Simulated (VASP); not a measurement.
```xyz
3
Lattice="1.5846 -2.7447 0.0000 1.5846 2.7447 0.0000 0.0000 0.0000 3.5469" Properties=species:S:1:pos:R:3 pbc="T T T"
Zr     3.1693     0.0000     3.5469
B      1.5846     0.9149     1.7735
B      1.5846    -0.9149     1.7735
```

The numbers are results of PBE GGA, VASP's PBE PAW potentials (set 64) (plane waves; VASP), not measurements. Numerical set-up: 600 eV cut-off, 10×10×8 Γ-centred mesh, first-order Methfessel-Paxton smearing of 0.10 eV, potentials Zr_sv B.

Energy and stress use the plane-wave basis of the starting cell.

Question: The ions, cell shape and volume at an external pressure of 10.0 GPa are relaxed. Which structure does the run end with?

Answer: 
```xyz
3
Lattice="1.5657 -2.7119 0.0000 1.5657 2.7119 0.0000 0.0000 0.0000 3.4958" Properties=species:S:1:pos:R:3 pbc="T T T"
Zr     0.0000     0.0000     0.0000
B      1.5657     0.9040     1.7479
B      1.5657    -0.9040     1.7479
```
Space group P6/mmm (191), at a tolerance of 0.03 Å.

Question: How do energy and volume change from the first to the last step?

Answer: The energy (σ→0) changes by +12.0 meV/atom and the volume by -3.8 %, in 5 ionic steps.

The compound is ZrB2 in the AlB2 type structure. This run relaxes it under an external pressure of 10 GPa. Symmetry was kept, so distortions that lower it aren't found.
